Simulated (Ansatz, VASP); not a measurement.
## H72SO39: VASP beside Ansatz

Wanted: the spread between two codes on one cell, functional and k mesh. Of the first pair: The structure shown is the start of the Ansatz relaxation below; VASP solves that cell, so the two are compared at the walk's first step.

Method: plane waves, with VASP 6.6.1 beside it; single point at r2SCAN with D3(BJ), in Ansatz 0.2.0.

### 1. The starting structure

The cell holds 224 atoms: 78 O, 2 S and 144 H. Cell: a = 13.037 Å, b = 13.037 Å, c = 13.037 Å, α = 90.0°, β = 90.0°, γ = 90.0°. The cell carries charge −1.

### 2. Ansatz: relaxation, r2SCAN with D3(BJ)

Ansatz runs on its default PAW (the set named soft_2) files.

The two programs are compared at the cell with which this relaxation starts, whose forces are those of its first step.

The input, input.yaml:

```yaml
crystal:
  lattice:
    - [13.03711, 0.0, 0.0]
    - [0.0, 13.03711, 0.0]
    - [0.0, 0.0, 13.03711]
  atoms:
    - { symbol: O, position: [0.57959, 0.07342, 0.06791] }
    - { symbol: S, position: [0.52391, 0.97002, 0.04661] }
    - { symbol: O, position: [0.51921, 0.91653, 0.14501] }
    - { symbol: O, position: [0.58316, 0.91534, 0.96935] }
    - { symbol: O, position: [0.42088, 0.99876, 0.00927] }
    - { symbol: H, position: [0.65792, 0.07805, 0.03814] }
    - { symbol: O, position: [0.13475, 0.43532, 0.03578] }
    - { symbol: S, position: [0.03845, 0.41983, 0.09741] }
    - { symbol: O, position: [0.06305, 0.44189, 0.20634] }
    - { symbol: O, position: [0.00237, 0.3137, 0.08457] }
    - { symbol: O, position: [0.96041, 0.49391, 0.06037] }
    - { symbol: H, position: [0.13894, 0.3922, 0.92513] }
    - { symbol: O, position: [0.80667, 0.8785, 0.84259] }
    - { symbol: H, position: [0.75363, 0.93109, 0.8254] }
    - { symbol: H, position: [0.78535, 0.82993, 0.9001] }
    - { symbol: H, position: [0.87705, 0.91651, 0.86416] }
    - { symbol: O, position: [0.5802, 0.81862, 0.59858] }
    - { symbol: H, position: [0.55505, 0.8242, 0.67273] }
    - { symbol: H, position: [0.54662, 0.75766, 0.5587] }
    - { symbol: H, position: [0.65973, 0.80895, 0.601] }
    - { symbol: O, position: [0.32026, 0.34426, 0.11] }
    - { symbol: H, position: [0.25538, 0.37933, 0.09894] }
    - { symbol: H, position: [0.30611, 0.27169, 0.0972] }
    - { symbol: O, position: [0.37968, 0.24152, 0.77562] }
    - { symbol: H, position: [0.31195, 0.21775, 0.79427] }
    - { symbol: H, position: [0.39167, 0.30143, 0.82068] }
    - { symbol: O, position: [0.44234, 0.75998, 0.31328] }
    - { symbol: H, position: [0.47061, 0.82914, 0.3197] }
    - { symbol: H, position: [0.4355, 0.74481, 0.24003] }
    - { symbol: O, position: [0.01743, 0.61586, 0.52126] }
[... 188 atom lines left out ...]
    - { symbol: O, position: [0.88902, 0.27136, 0.39869] }
    - { symbol: H, position: [0.93998, 0.26378, 0.45453] }
    - { symbol: H, position: [0.892, 0.34553, 0.38431] }
    - { symbol: O, position: [0.2581, 0.4202, 0.51766] }
    - { symbol: H, position: [0.2633, 0.49376, 0.50272] }
    - { symbol: H, position: [0.22308, 0.38944, 0.45892] }
total_charge: -1
kpoints:
  mp_grid: { grid: [1, 1, 1] }
hamiltonian:
  xc: r2scan
  dispersion: d3bj
scf:
  occupations: { method: fermi_dirac, width: 0.01 }
  lower_state_search: "off"
output:
  forces: true
magnetization:
  spin_polarized: true
  initial_magnetization: 1
relax:
  f_tol: 0.05
  max_steps: 90
```

Started as:

```
$ ansatz run input.yaml --threads 4 --pin off --max-ram 15872MiB --backend cpu --events-out ev --progress --plain --runs-dir out
```

Numbers of over 12 decimals in the logs are rounded to 6 here.

Output:

```text
Warning: the engine holds no damping parameters fitted to this dispersion correction and functional, so the run takes those fitted to r2scan beside the three-body term, which d3bj leaves out (hamiltonian.dispersion, under Limitations)
Engine: ansatz 0.2.0, aarch64-unknown-linux-gnu
Pseudopotentials: kind: paw
Pseudopotential: O, paw, valence charge 6, recommended cutoff 500 eV (meta_gga), O.paw.azcp
Pseudopotential: S, paw, valence charge 6, recommended cutoff 500 eV (meta_gga), S.paw.azcp
Pseudopotential: H, paw, valence charge 1, recommended cutoff 500 eV (meta_gga), H.paw.azcp
Functional definition: r2SCAN
  parameter k0 = 0.174
  parameter k1 = 0.065
  parameter a1 = 4.9479
  exchange = r2scan_x(k0 = k0, k1 = k1, a1 = a1)
  correlation = r2scan_c
Crystal: 224 atoms, lattice volume = 2215.869 Å³
Basis set: ecut = 500 eV, 56259 PW (Γ), exchange–correlation on 384×384×384 points (64 copies of the dense FFT grid, shifted against one another)
Bands: 537, of which v1, the nominal top of the filled ones, is band 313 counted from 1 (312 counted from 0)
Symmetry: 1 space group operations
Space group: P1 (ITA 1), of the structure as read, at distance tolerance 1.3e-4 Å
Magnetic group: BNS 1.1 (UNI 1), of the structure as read, at distance tolerance 1.3e-4 Å
k-points: 1
Non-local potential: O, projectors of the file, l = 0: 2, l = 1: 2, l = 2: 1
Non-local potential: S, projectors of the file, l = 0: 2, l = 1: 2, l = 2: 2
Non-local potential: H, projectors of the file, l = 0: 2, l = 1: 1
PAW form: soft (Blöchl's): semilocal exchange-correlation on the pseudo side does not see the compensation charge
PAW frozen core: O, regenerated for the run's functional (the file was generated under x = pbe(κ = 0.804, μ = 0.219515), c = pbe(β = 0.066725))
PAW frozen core: S, regenerated for the run's functional (the file was generated under x = pbe(κ = 0.804, μ = 0.219515), c = pbe(β = 0.066725))
PAW one-centre angular grid: O, 302 points (default); XC on 160 Gauss nodes
PAW one-centre angular grid: S, 302 points (default); XC on 160 Gauss nodes
PAW one-centre angular grid: H, 302 points (default); XC on 160 Gauss nodes
Starting moments: Σ|m| = 1 μB on 224 of 224 sites
Initial wavefunctions: pseudopotential atomic-orbital guess
Functional: x = r2scan, c = r2scan; τ floored in thin density (d = 2e-4 eV/Å³)
SCF iter   1: F=-48390.357492 eV  HF=-48549.149470 eV  |F-HF|=1.59e2  |Δ(HF+E_count)|=         —  Δρ=5.51e-2 (↑5.47e-2 ↓5.51e-2)  dr2=2.33e2  dr2_τ=7.69e0  dr2_m=2.23e-3  M=1.000 μB ∫|m|=1.009 μB  β_m=1.00  ethr=3.10e-3  ⟨swp⟩=5.0  Hψ=4368  notcnv=0  defer=294
preconditioner: auto → Resta (q_TF=auto, 2.209 Å⁻¹)  ε∞=2.0  [insulator: Δε(μ)=0.997 eV  Ē_g=16.820 eV  σ=0.010 eV  W_gap=1.00  n_scr=436 (ndim 8)  ℏωp=17.1 eV  f_vac=0.177  D(μ)=0.00/eV (n_scr^D=0)  ε∞_Penn≈2.0]
spin=Collinear: Resta preconditioning applied to the charge; magnetization (m = ρ↑ − ρ↓) channel mixes plain (no charge-response kernel on spin).
SCF iter   2: F=-48472.726029 eV  HF=-48491.768276 eV  |F-HF|=1.90e1  |Δ(HF+E_count)|=         —  Δρ=2.72e-2 (↑2.72e-2 ↓2.72e-2)  dr2=5.29e1  dr2_τ=1.00e0  dr2_m=6.04e-5  M=0.959 μB ∫|m|=0.988 μB  β_m=0.30  ethr=3.10e-3  ⟨swp⟩=2.0  Hψ=1878  notcnv=0  defer=436
Mixer restart at iter 2: flushing history
SCF iter   3: F=-48485.142419 eV  HF=-48487.899530 eV  |F-HF|=2.76e0  |Δ(HF+E_count)|=    3.87e0  Δρ=1.83e-2 (↑1.82e-2 ↓1.83e-2)  dr2=1.86e1  dr2_τ=3.19e-1  dr2_m=7.79e-5  M=0.905 μB ∫|m|=0.938 μB  β_m=0.30  ethr=3.10e-3  ⟨swp⟩=3.0  Hψ=1796  notcnv=0  defer=436  κ⁻¹=1.0e0(r=1)
SCF iter   4: F=-48487.830071 eV  HF=-48487.676541 eV  |F-HF|=1.54e-1  |Δ(HF+E_count)|=   2.23e-1  Δρ=9.69e-3 (↑9.69e-3 ↓9.68e-3)  dr2=3.54e0  dr2_τ=1.13e-1  dr2_m=1.12e-4  M=0.812 μB ∫|m|=0.848 μB  β_m=0.30  ethr=2.97e-3  ⟨swp⟩=2.5  Hψ=1124  notcnv=0  defer=436  κ⁻¹=2.6e-2(r=2)
SCF iter   5: F=-48488.049567 eV  HF=-48487.983548 eV  |F-HF|=6.60e-2  |Δ(HF+E_count)|=   3.07e-1  Δρ=1.30e-3 (↑1.30e-3 ↓1.26e-3)  dr2=8.79e-2  dr2_τ=4.43e-3  dr2_m=1.25e-4  M=0.697 μB ∫|m|=0.736 μB  β_m=0.30  ethr=5.67e-4  ⟨swp⟩=3.0  Hψ=1871  notcnv=0  defer=436  κ⁻¹=2.5e-4(r=3)
SCF iter   6: F=-48488.057013 eV  HF=-48488.030116 eV  |F-HF|=2.69e-2  |Δ(HF+E_count)|=   4.66e-2  Δρ=7.37e-4 (↑7.18e-4 ↓7.37e-4)  dr2=2.97e-2  dr2_τ=9.48e-4  dr2_m=7.88e-5  M=0.667 μB ∫|m|=0.705 μB  β_m=0.30  ethr=1.41e-5  ⟨swp⟩=2.5  Hψ=1129  notcnv=0  defer=436  κ⁻¹=2.0e-4(r=4)
SCF iter   7: F=-48488.066585 eV  HF=-48488.061774 eV  |F-HF|=4.81e-3  |Δ(HF+E_count)|=   3.17e-2  Δρ=2.43e-4 (↑2.36e-4 ↓2.43e-4)  dr2=2.97e-3  dr2_τ=9.70e-5  dr2_m=3.55e-5  M=0.686 μB ∫|m|=0.721 μB  β_m=1.00  ethr=4.75e-6  ⟨swp⟩=3.0  Hψ=1132  notcnv=0  defer=436  κ⁻¹=4.6e-5(r=5)
[...]
- { symbol: H, position: [0.946367, 0.967431, 0.113200] }
    - { symbol: H, position: [0.907282, 0.065373, 0.170037] }
    - { symbol: O, position: [0.755195, 0.527622, 0.014735] }
    - { symbol: H, position: [0.824950, 0.511075, 0.036362] }
    - { symbol: H, position: [0.753968, 0.600730, 0.999347] }
    - { symbol: O, position: [0.367295, 0.940762, 0.655373] }
    - { symbol: H, position: [0.415126, 0.964240, 0.708102] }
    - { symbol: H, position: [0.369343, 0.865575, 0.655504] }
    - { symbol: O, position: [0.605298, 0.520304, 0.159613] }
    - { symbol: H, position: [0.570466, 0.457308, 0.182756] }
    - { symbol: H, position: [0.659307, 0.503042, 0.110517] }
    - { symbol: O, position: [0.772234, 0.752421, 0.990583] }
    - { symbol: H, position: [0.737258, 0.790885, 0.045062] }
    - { symbol: H, position: [0.838860, 0.736311, 0.022921] }
    - { symbol: O, position: [0.159244, 0.316493, 0.360204] }
    - { symbol: H, position: [0.179182, 0.253426, 0.324806] }
    - { symbol: H, position: [0.126407, 0.357835, 0.307228] }
    - { symbol: O, position: [0.000455983, 0.975669, 0.441205] }
    - { symbol: H, position: [0.072421, 0.976616, 0.416868] }
    - { symbol: H, position: [0.960456, 0.011294, 0.390216] }
    - { symbol: O, position: [0.196567, 0.973348, 0.376580] }
    - { symbol: H, position: [0.212631, 0.900782, 0.361992] }
    - { symbol: H, position: [0.253229, 0.000607429, 0.418082] }
    - { symbol: O, position: [0.252637, 0.848890, 0.010416] }
    - { symbol: H, position: [0.288180, 0.794803, 0.049127] }
    - { symbol: H, position: [0.303078, 0.903515, 0.00741213] }
    - { symbol: O, position: [0.182707, 0.165081, 0.878891] }
    - { symbol: H, position: [0.107446, 0.158035, 0.888823] }
    - { symbol: H, position: [0.212899, 0.153712, 0.947888] }
    - { symbol: O, position: [0.340503, 0.723861, 0.661983] }
    - { symbol: H, position: [0.299351, 0.696314, 0.605347] }
    - { symbol: H, position: [0.291187, 0.737901, 0.716806] }
    - { symbol: O, position: [0.962927, 0.171396, 0.231506] }
    - { symbol: H, position: [0.971104, 0.226596, 0.180901] }
    - { symbol: H, position: [0.934355, 0.205771, 0.292828] }
    - { symbol: O, position: [0.735155, 0.560376, 0.316617] }
[...]
- { symbol: O, position: [0.039771, 0.269626, 0.537865] }
[...]
- { symbol: O, position: [0.981483, 0.168767, 0.921534] }
[...]
- { symbol: O, position: [0.844719, 0.271876, 0.808718] }
[...]
- { symbol: O, position: [0.138945, 0.649982, 0.989269] }
[...]
- { symbol: O, position: [0.503266, 0.674420, 0.497322] }
[...]
- { symbol: O, position: [0.709715, 0.986889, 0.426254] }
[...]
- { symbol: O, position: [0.679763, 0.364636, 0.904798] }
[...]
- { symbol: O, position: [0.361321, 0.703956, 0.123767] }
[...]
- { symbol: O, position: [0.597819, 0.378308, 0.718832] }
[...]
- { symbol: O, position: [0.710663, 0.190766, 0.466153] }
[...]
- { symbol: O, position: [0.545808, 0.278971, 0.032817] }
[...]
- { symbol: O, position: [0.377795, 0.403019, 0.907342] }
[...]
- { symbol: O, position: [0.170680, 0.639326, 0.196785] }
[...]
- { symbol: O, position: [0.911374, 0.786329, 0.467724] }
[...]
- { symbol: O, position: [0.271843, 0.142141, 0.063762] }
[...]
- { symbol: O, position: [0.367048, 0.051245, 0.477771] }
[...]
- { symbol: O, position: [0.937546, 0.703589, 0.108977] }
    - { symbol: H, position: [0.956000, 0.631669, 0.099893] }
    - { symbol: H, position: [0.906696, 0.709670, 0.177951] }
    - { symbol: O, position: [0.035922, 0.087301, 0.623929] }
    - { symbol: H, position: [0.088363, 0.050085, 0.662479] }
    - { symbol: H, position: [0.016808, 0.042962, 0.567077] }
    - { symbol: O, position: [0.888951, 0.271492, 0.398826] }
    - { symbol: H, position: [0.939966, 0.263583, 0.454608] }
    - { symbol: H, position: [0.892075, 0.345723, 0.384641] }
    - { symbol: O, position: [0.258189, 0.420560, 0.517482] }
    - { symbol: H, position: [0.263449, 0.494038, 0.502068] }
    - { symbol: H, position: [0.223323, 0.389416, 0.458798] }
```

Reading the cycles: dr2 is the Hartree energy of the density residual (eV), the measure of convergence; HF is the Harris–Foulkes estimate of the energy, which meets the free energy F at convergence.

### 3. VASP: single point, r2SCAN with D3(BJ), start cell, pair 1

The same cell, functional, mesh and smearing now go to VASP, with its own data sets.

Lines of VASP's logs that name or quote its potential files are left out, and so is its time.

The input, INCAR:

```
SYSTEM = H72SO39
PREC = Accurate
ENCUT = 580
EDIFF = 1E-06
NELM = 200
ISMEAR = -1
SIGMA = 0.01
LREAL = Auto
ALGO = Normal
METAGGA = R2SCAN
IVDW = 12
VDW_S6 = 1
VDW_S8 = 0.78981345
VDW_A1 = 0.49484001
VDW_A2 = 5.73083694
LASPH = .TRUE.
NELECT = 625
NBANDS = 469
ISPIN = 2
MAGMOM = 0 0 0 0 0 0 0 0 0 0 0 0 0 0 0 0 0 0 0 0 0 0 0 0 0 0 0 0 0 0 0 0 0 0 0 0 0 0 0 0 0 0 0 0 0 0 0 0 0 0 0 0 0 0 0 0 0 0 0 0 0 0 0 0 0 0 0 0 0 0 0 0 0 0 0 0 0 0 0 0 0 0 0 0 0 0 0 0 0 0 0 0 0 0 0 0 0 0 0 0 0 0 0 0 0 0 0 0 0 0 0 0 0 0 0 0 0 0 0 0 0 0 0 0 0 0 0 0 0 0 0 0 0 0 0 0 0 0 0 0 0 0 0 0 0 0 0 0 0 0 0 0 0 0 0 0 0 0 0 0 0 0 0 0 0 0 0 0 0 0 0 0 0 0 0 0 0 0 0 0 0 0 0 0 0 0 0 0 0 0 0 0 0 0 0 0 0 0 0 0 0 0 0 0 0 0 0 0 0 0 0 0 0 0 0 0 0 0 0 0 0 0 0 0
LORBIT = 11
LWAVE = .FALSE.
LCHARG = .FALSE.
ISIF = 2
GGA_COMPAT = .FALSE.
LMIXTAU = .TRUE.
```

The input, POSCAR:

```
H72SO39
1.0
   13.0371100000      0.0000000000      0.0000000000
    0.0000000000     13.0371100000      0.0000000000
    0.0000000000      0.0000000000     13.0371100000
O S H
78 2 144
Direct
    0.5795916426      0.0734211800      0.0679138245
    0.5192101624      0.9165298137      0.1450091316
    0.5831583840      0.9153408999      0.9693482681
    0.4208831559      0.9987566263      0.0092735276
    0.1347537913      0.4353188705      0.0357824702
    0.0630507835      0.4418924133      0.2063417429
    0.0023701572      0.3136968239      0.0845662881
    0.9604122386      0.4939131449      0.0603661394
    0.8066665081      0.8784999129      0.8425870457
    0.5801976051      0.8186170094      0.5985835818
    0.3202626963      0.3442634142      0.1100013730
    0.3796777046      0.2415182506      0.7756166819
    0.4423372971      0.7599767126      0.3132826217
    0.0174271752      0.6158573488      0.5212581623
    0.7026710674      0.1977278707      0.6716595933
    0.7265797404      0.8643863556      0.1658573104
    0.4345211477      0.5322191805      0.7143224227
    0.9468893029      0.6155428619      0.8785382650
    0.9684508300      0.9608494521      0.8924600621
    0.6884117722      0.0385975113      0.8051017442
    0.2395009323      0.7710834687      0.3479068597
    0.6247933783      0.5058022829      0.4789788534
    0.1842509575      0.9889308290      0.7422887434
    0.3889589027      0.2576414558      0.5575085276
    0.5133192863      0.9585636694      0.3517190543
    0.8327996005      0.7347180472      0.2857918664
    0.5774209161      0.6326632206      0.8327612485
    0.9446265315      0.4066238607      0.6715368667
    0.5198774882      0.8235797658      0.7848902096
    0.0836995316      0.6164326296      0.7230973736
[... 188 atom lines left out ...]
    0.0888310369      0.0498806867      0.6619488522
    0.0175882538      0.0424864099      0.5663295009
    0.9399782621      0.2637777851      0.4545332516
    0.8919998374      0.3455290321      0.3843106333
    0.2633022196      0.4937597366      0.5027187774
    0.2230785811      0.3894421386      0.4589207271
```

The input, KPOINTS:

```
Automatic mesh
0
Gamma
1 1 1
0 0 0
```

PAW data sets: O, S and H (PBE family, release 64).

Started as:

```
$ export OMP_NUM_THREADS=3
$ mpirun -np 1 vasp_gam
```

Output:

```text
[banner, memory and clock lines left out]
running    1 mpi-ranks, on    1 nodes
[...]
Offloading initialized ...    1 GPUs detected
[...]
|                                                                             |
|               ----> ADVICE to this user running VASP <----                  |
|                                                                             |
|     You enforced a specific xc type in the INCAR file but a different       |
|     [... a line on the potential file left out ...]
|     I HOPE YOU KNOW WHAT YOU ARE DOING!                                     |
|                                                                             |

 LDA part: xc-table for (None), standard interpolation
 POSCAR, INCAR and KPOINTS ok, starting setup
[...]
entering main loop
       N       E                     dE             d eps       ncg     rms          rms(c)
DAV:   1     0.516797201207E+04    0.51680E+04   -0.36964E+05  1956   0.138E+03
DAV:   2    -0.955563738095E+03   -0.61235E+04   -0.58485E+04  2310   0.331E+02
DAV:   3    -0.151657647390E+04   -0.56101E+03   -0.55711E+03  2352   0.103E+02
DAV:   4    -0.152570860038E+04   -0.91321E+01   -0.91033E+01  2304   0.143E+01
DAV:   5    -0.152586523046E+04   -0.15663E+00   -0.15648E+00  2344   0.175E+00BRMIX: very serious problems
 the old and the new charge density differ
 old charge density:   624.00000 new  625.00000
    0.823E+01
DAV:   6    -0.120493889142E+04    0.32093E+03   -0.16958E+02  2280   0.188E+01    0.397E+01
DAV:   7    -0.120965418094E+04   -0.47153E+01   -0.42216E+01  2176   0.940E+00    0.177E+01
DAV:   8    -0.121035501654E+04   -0.70084E+00   -0.66841E+00  2264   0.446E+00    0.398E+00
DAV:   9    -0.121013067135E+04    0.22435E+00   -0.18391E+00  2312   0.205E+00    0.172E+00
[...]
DAV:  18    -0.121022539927E+04   -0.65260E-05   -0.10663E-05  2128   0.898E-03    0.863E-03
DAV:  19    -0.121022540270E+04   -0.34331E-05   -0.11838E-05  2000   0.101E-02    0.656E-03
DAV:  20    -0.121022540370E+04   -0.99858E-06   -0.74403E-06  1992   0.578E-03
   1 F= -.12143056E+04 E0= -.12142987E+04  d E =-.138601E-01  mag=     0.0137
```

Parts of OUTCAR (step 3):

```text
 magnetization (x)
# of ion       s       p       d       tot
------------------------------------------
    1        0.000  -0.000   0.000   0.000
    2        0.000  -0.000   0.000   0.000
    3        0.000   0.000   0.000   0.000
    4        0.000  -0.000   0.000   0.000
    5        0.000  -0.000   0.000   0.000
    6        0.000  -0.000   0.000   0.000
[...]
222        0.000   0.000   0.000   0.000
  223        0.000   0.000   0.000   0.000
  224        0.000   0.000   0.000   0.000
--------------------------------------------------
tot          0.003  -0.000   0.000   0.003
```

This run allows spin, but its moments start at zero, where symmetry between the spins tends to hold them. Its electron count is odd, so without a moment it is a metal by construction.

### 4. Side by side

Known differences besides the potentials themselves: VASP keeps PBE cores, Ansatz makes them for the functional; the cutoff is 500 eV in Ansatz and 580 eV in VASP (PREC = Accurate, projectors in real space). Total energies have different zeros and are not compared.

Forces on 10 of the 224 atoms, those with the largest forces and the largest differences (eV/Å; atoms numbered as in POSCAR):

```
atom         Ansatz x, y, z           VASP x, y, z
  O2  -0.005, -0.024, 0.023   0.023, 0.095, -0.151
  O3  0.048, -0.033, -0.050   -0.098, 0.088, 0.111
  O7  0.010, -0.001, -0.022    0.071, 0.178, 0.013
 O49   0.032, -0.069, 0.098   0.041, -0.143, 0.212
 H91  -0.060, -0.030, 0.001  -0.219, -0.116, 0.020
H100    0.027, 0.035, 0.010   0.168, 0.128, -0.009
H103   0.007, -0.054, 0.023  -0.019, -0.161, 0.142
H163  0.019, -0.046, -0.011  0.075, -0.194, -0.052
H166  -0.054, 0.056, -0.078  -0.185, 0.133, -0.172
H212   0.025, 0.047, -0.005    0.106, 0.181, 0.023
```

The forces differ by 83 meV/Å r.m.s., where the r.m.s. force is 0.020 eV/Å in Ansatz and 0.095 eV/Å in VASP: the atoms lie near their places of rest in Ansatz, so a percentage would say little (all taken over all components). Moments aren't recorded for both runs of this pair, so they may hold unlike magnetic states. The cell carries a charge of -1 e against a uniform background, so its pressure also hangs on how the neutralising background is counted, and in a defect's cell a gap may be the spacing between its levels.

### 5. Ansatz: relaxation, r2SCAN with D3(BJ)

This run makes the geometry at which the two programs are then compared.

The structure compared here is the end of the Ansatz relaxation.

input.yaml is that of step 2.

Started as:

```
$ ansatz run input.yaml --threads 4 --pin off --max-ram 15872MiB --backend cpu --events-out ev --progress --plain --runs-dir out
```

Output:

```text
[...]
Crystal: 224 atoms, lattice volume = 2215.869 Å³
Basis set: ecut = 500 eV, 56259 PW (Γ), exchange–correlation on 384×384×384 points (64 copies of the dense FFT grid, shifted against one another)
Bands: 537, of which v1, the nominal top of the filled ones, is band 313 counted from 1 (312 counted from 0)
Symmetry: 1 space group operations
[...]
k-points: 1
[...]
Starting moments: Σ|m| = 1 μB on 224 of 224 sites
[...]
- { symbol: O, position: [0.252637, 0.848890, 0.010416] }
[...]
- { symbol: O, position: [0.937546, 0.703589, 0.108977] }
[...]
- { symbol: O, position: [0.035922, 0.087301, 0.623929] }
[...]
- { symbol: O, position: [0.888951, 0.271492, 0.398826] }
    - { symbol: H, position: [0.939966, 0.263583, 0.454608] }
    - { symbol: H, position: [0.892075, 0.345723, 0.384641] }
    - { symbol: O, position: [0.258189, 0.420560, 0.517482] }
    - { symbol: H, position: [0.263449, 0.494038, 0.502068] }
    - { symbol: H, position: [0.223323, 0.389416, 0.458798] }
```

(Part 1 of 2 ends here.)

[Lines on the potential files, build, host, timing and source positions are cut from VASP's logs without a mark.]

[Logs are printed without paths, hosts, clocks, repeated set-up lines and the standing remarks that a program may print on its own settings, such as how far it seeks lower states.]

[Hosts, paths, dates, database ids (printed as entryN), source tags and the programs' standing remarks are cut or masked in the printed files.]
